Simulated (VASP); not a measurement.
# MgCd2S3 (Cmc2_1) in VASP: density of states with PBE

Aim: the density of states of MgCd2S3 with PBE.

Program: VASP 6.6.1. These are calculated values, not measurements. Logs are shortened: lines on timing, memory, paths and dates and some standing lists are left out, and cuts for length are marked.

## (1) The crystal as given

The structure is orthorhombic, space group Cmc2_1 (No. 36). The conventional cell has a = 12.435 Å, b = 7.179 Å, c = 6.736 Å, α = 90.00°, β = 90.00°, γ = 90.00°. Mg (site symmetry m) is surrounded by 4 S at 2.46 to 2.47 Å. Cd (site symmetry 1) is surrounded by 4 S at 2.57 to 2.58 Å. S (site symmetry 1) has 1 Mg at 2.46 Å and 3 Cd at 2.57 to 2.58 Å as nearest neighbours. S (site symmetry m) has 2 Mg at 2.46 to 2.47 Å and 2 Cd at 2.57 Å as nearest neighbours.

The cell was built by a generator and needn't be a form met in nature.

## (2) Density of states, PBE

The input, POSCAR:

```
MgCd2S3
1.0
    6.2173100000     -3.5892600000      0.0000000000
    6.2173100000      3.5892600000      0.0000000000
    0.0000000000      0.0000000000      6.7363900000
Mg Cd S
2 4 6
Direct
    0.8362340000      0.1637660000      0.0001360000
    0.1637660000      0.8362340000      0.5001360000
    0.1664250000      0.5033270000      0.9984420000
    0.8335750000      0.4966730000      0.4984420000
    0.4966730000      0.8335750000      0.9984420000
    0.5033270000      0.1664250000      0.4984420000
    0.1667050000      0.5105060000      0.3808160000
    0.8332950000      0.4894940000      0.8808160000
    0.8443040000      0.1556960000      0.3664400000
    0.1556960000      0.8443040000      0.8664400000
    0.4894940000      0.8332950000      0.3808160000
    0.5105060000      0.1667050000      0.8808160000
```

The input, INCAR.step1:

```
SYSTEM = MgCd2S3
PREC = Accurate ; ENCUT = 520
EDIFF = 1E-6 ; ISMEAR = 0
SIGMA = 0.03 ; LREAL = .False.
LASPH = .True. ; NELM = 80
ALGO = Normal ; ISIF = 2
LWAVE = .False. ; LCHARG = .True.
GGA = PE ; NBANDS = 56
KPAR = 4
```

The input, KPOINTS.step1:

```
regular mesh
0
Gamma
  4 4 4
  0 0 0
```

The input, INCAR.step2:

```
SYSTEM = MgCd2S3
PREC = Accurate ; ENCUT = 520
EDIFF = 1E-6 ; ISMEAR = -5
SIGMA = 0.03 ; LREAL = .False.
LASPH = .True. ; NELM = 80
ALGO = Normal ; ISIF = 2
LWAVE = .False. ; LCHARG = .False.
GGA = PE ; LORBIT = 11
NBANDS = 56 ; KPAR = 4
NEDOS = 1001 ; ICHARG = 11
```

The input, KPOINTS.step2:

```
regular mesh
0
Gamma
  6 6 6
  0 0 0
```

Potentials or basis: VASP PAW PBE potentials, release 64 (Mg, Cd, S).

Run with:

```sh
$ cat potpaw_PBE.64/Mg/POTCAR potpaw_PBE.64/Cd/POTCAR potpaw_PBE.64/S/POTCAR > POTCAR
$ cp INCAR.step1 INCAR
$ cp KPOINTS.step1 KPOINTS
$ mpirun -np 4 vasp_std > vasp.out
$ cp INCAR.step2 INCAR
$ cp KPOINTS.step2 KPOINTS
$ mpirun -np 4 vasp_std > vasp.out
```

OUTCAR:

```text
SYSTEM = MgCd2S3
   PREC = Accurate
   ENCUT = 520
   EDIFF = 1E-6
   ISMEAR = -5
   LREAL = .False.
   LASPH = .True.
   NELM = 80
   ISIF = 2
   GGA = PE
   LORBIT = 11
   ICHARG = 11

 ion  position               nearest neighbor table
   1  0.836  0.164  0.000-   8 2.46  12 2.46  10 2.46   9 2.47
   2  0.164  0.836  0.500-   7 2.46  11 2.46   9 2.46  10 2.47
   3  0.166  0.503  0.998-   8 2.57  12 2.57  10 2.57   7 2.58
   4  0.834  0.497  0.498-   7 2.57  11 2.57   9 2.57   8 2.58
   5  0.497  0.834  0.998-  12 2.57   8 2.57  10 2.57  11 2.58
   6  0.503  0.166  0.498-  11 2.57   7 2.57   9 2.57  12 2.58
   7  0.167  0.511  0.381-   2 2.46   4 2.57   6 2.57   3 2.58
   8  0.833  0.489  0.881-   1 2.46   3 2.57   5 2.57   4 2.58
   9  0.844  0.156  0.366-   2 2.46   1 2.47   4 2.57   6 2.57
  10  0.156  0.844  0.866-   1 2.46   2 2.47   3 2.57   5 2.57
  11  0.489  0.833  0.381-   2 2.46   6 2.57   4 2.57   5 2.58
  12  0.511  0.167  0.881-   1 2.46   5 2.57   3 2.57   6 2.58

  LATTYP: Found a base centered orthorhombic cell.
 ALAT       =     7.1785200000
 B/A-ratio  =     1.7321982804
 C/A-ratio  =     0.9384093100

  Lattice vectors:

 A1 = (  -6.2173100000,  -3.5892600000,   0.0000000000)
 A2 = (   6.2173100000,  -3.5892600000,   0.0000000000)
 A3 = (   0.0000000000,   0.0000000000,   6.7363900000)

Analysis of symmetry for initial positions (statically):
=====================================================================
 Subroutine PRICEL returns:
 Original cell was already a primitive cell.

 Routine SETGRP: Setting up the symmetry group for a
 base centered orthorhombic supercell.

 Subroutine GETGRP returns: Found  4 space group operations
 (whereof  2 operations were pure point group operations)
 out of a pool of  8 trial point group operations.

The static configuration has the point symmetry C_1h.
 The point group associated with its full space group is C_2v.

Analysis of symmetry for dynamics (positions and initial velocities):
=====================================================================
 Subroutine PRICEL returns:
 Original cell was already a primitive cell.

 Routine SETGRP: Setting up the symmetry group for a
 base centered orthorhombic supercell.

 Subroutine GETGRP returns: Found  4 space group operations
 (whereof  2 operations were pure point group operations)
 out of a pool of  8 trial point group operations.

The dynamic configuration has the point symmetry C_1h.
 The point group associated with its full space group is C_2v.

 Subroutine INISYM returns: Found  4 space group operations
 (whereof  2 operations are pure point group operations),
 and found     1 'primitive' translations

[... 150 lines left out ...]
  volume of cell :      300.65
 maximum number of plane-waves:      8137
 NGX is ok and might be reduce to    54

 number of electron      87.9999996 magnetization

 Free energy of the ion-electron system (eV)
  ---------------------------------------------------
  ext. energy  EPLUGINS =         0.00000000
  ---------------------------------------------------
  free energy    TOTEN  =       -41.56761120 eV

  energy without entropy =      -41.56761120  energy(sigma->0) =      -41.56761120

 E-fermi :   0.9083     XC(G=0):  -8.7376

 val. band max:        0.8998408448   @ k =   0.0000   0.0000   0.0000
 cond. band min:       2.7250269188   @ k =   0.0000   0.0000   0.0000
 fundamental gap:      1.8251860740
 Fermi energy:         0.9083183965

 k-point     1 :       0.0000    0.0000    0.0000
  band No.  band energies     occupation
      1     -10.8828      2.00000
      2     -10.4417      2.00000
      3     -10.3429      2.00000
      4     -10.3420      2.00000
      5     -10.2803      2.00000
      6     -10.2519      2.00000
[... 1405 lines left out ...]
     55       7.3814      0.00000
     56       7.4957      0.00000

 [... further k-points ...]

------------------------ aborting loop because EDIFF is reached ----------------------------------------

  FORCE on cell =-STRESS in cart. coord.  units (eV):
  Direction    XX          YY          ZZ          XY          YZ          ZX
  --------------------------------------------------------------------------------------
  -------------------------------------------------------------------------------------
  Total        0.0664759      0.0034402      0.0317566      0.0000000      0.0000000      0.0000000
  in kB        0.3542500      0.0183331      0.1692309      0.0000000      0.0000000      0.0000000
  external PRESSURE =       0.1806047 kB  Pullay stress =       0.0000000 kB

 VOLUME and BASIS-vectors are now :
 -----------------------------------------------------------------------------
  energy-cutoff  :      520.00
  volume of cell :      300.65
      direct lattice vectors                 reciprocal lattice vectors
     6.217310000 -3.589260000  0.000000000     0.080420632 -0.139304481  0.000000000
     6.217310000  3.589260000  0.000000000     0.080420632  0.139304481  0.000000000
     0.000000000  0.000000000  6.736390000     0.000000000  0.000000000  0.148447462

 POSITION                                       TOTAL-FORCE (eV/Angst)
 -----------------------------------------------------------------------------------
      6.21731     -2.41366      0.00092         0.000000      0.004787     -0.005853
      6.21731      2.41366      3.36911         0.000000     -0.004787     -0.005853
      4.16406      1.20923      6.72589        -0.002654     -0.003099      0.002999
      8.27056     -1.20923      3.35770         0.002654      0.003099      0.002999
      8.27056      1.20923      6.72589         0.002654     -0.003099      0.002999
      4.16406     -1.20923      3.35770        -0.002654      0.003099      0.002999
      4.21043      1.23399      2.56533        -0.006226     -0.007159      0.002342
      8.22419     -1.23399      5.93352         0.006226      0.007159      0.002342
      6.21731     -2.47159      2.46848         0.000000     -0.003142     -0.004829
      6.21731      2.47159      5.83668         0.000000      0.003142     -0.004829
      8.22419      1.23399      2.56533         0.006226     -0.007159      0.002342
      4.21043     -1.23399      5.93352        -0.006226      0.007159      0.002342
 -----------------------------------------------------------------------------------
    total drift:                                0.000000     -0.000000     -0.001905

  FREE ENERGIE OF THE ION-ELECTRON SYSTEM (eV)
  ---------------------------------------------------
  free  energy   TOTEN  =       -41.5676111951 eV

  energy  without entropy=      -41.5676111951  energy(sigma->0) =      -41.56761120

 total charge

# of ion       s       p       d       tot
------------------------------------------
    1        0.163   0.140   0.037   0.340
    2        0.163   0.140   0.037   0.340
    3        0.413   0.297   9.565  10.275
    4        0.413   0.297   9.565  10.275
    5        0.413   0.297   9.565  10.275
    6        0.413   0.297   9.565  10.275
    7        1.320   2.413   0.000   3.733
    8        1.320   2.413   0.000   3.733
    9        1.316   2.441   0.000   3.757
   10        1.316   2.441   0.000   3.757
   11        1.320   2.413   0.000   3.733
   12        1.320   2.413   0.000   3.733
--------------------------------------------------
tot          9.892  16.002  38.333  64.227
```

OUTCAR.step1:

```text
SYSTEM = MgCd2S3
   PREC = Accurate
   ENCUT = 520
   EDIFF = 1E-6
   ISMEAR = 0
   LREAL = .False.
   LASPH = .True.
   NELM = 80
[... 1498 lines left out ...]
      6.21731      2.47159      5.83668         0.000000      0.003509     -0.005214
      8.22419      1.23399      2.56533         0.005857     -0.006944      0.002492
      4.21043     -1.23399      5.93352        -0.005857      0.006944      0.002492
 -----------------------------------------------------------------------------------
    total drift:                                0.000000      0.000000     -0.001971

  FREE ENERGIE OF THE ION-ELECTRON SYSTEM (eV)
  ---------------------------------------------------
  free  energy   TOTEN  =       -41.5653549537 eV

  energy  without entropy=      -41.5653549537  energy(sigma->0) =      -41.56535495
```

Run time: 3.4 min. Hardware: 4 MPI ranks of Intel Xeon Platinum 8488C (Sapphire Rapids), shared host; peak memory 0.81 GiB.

Results:

| Quantity | Value |
| --- | --- |
| Valence electrons inside the program's atomic spheres | Mg 0.34; Cd 10.28; S 3.73, 3.76 |

States per cell in windows of 1 eV (zero at the valence-band top; states under -8 eV left out):
```csv
from (eV),total,Cd3_d,Cd4_d,Cd5_d,Cd6_d,S7_p,S8_p
-8.0,17.64,3.96,3.96,3.96,3.96,0.07,0.07
-7.0,23.22,5.32,5.32,5.32,5.32,0.02,0.02
-6.0,0.00,0.00,0.00,0.00,0.00,0.00,0.00
-5.0,0.00,0.00,0.00,0.00,0.00,0.00,0.00
-4.0,7.26,0.04,0.04,0.04,0.04,0.36,0.36
-3.0,5.77,0.05,0.05,0.05,0.05,0.27,0.27
-2.0,11.57,0.11,0.11,0.11,0.11,0.76,0.76
-1.0,11.43,0.16,0.16,0.16,0.16,0.92,0.92
0.0,0.00,0.00,0.00,0.00,0.00,0.00,0.00
1.0,0.00,0.00,0.00,0.00,0.00,0.00,0.00
2.0,0.33,0.00,0.00,0.00,0.00,0.01,0.01
3.0,3.82,0.01,0.01,0.01,0.01,0.09,0.09
4.0,5.58,0.02,0.02,0.02,0.02,0.12,0.12
5.0,7.78,0.04,0.04,0.04,0.04,0.14,0.14
6.0,6.48,0.03,0.03,0.03,0.03,0.11,0.11
7.0,0.12,0.00,0.00,0.00,0.00,0.00,0.00
```
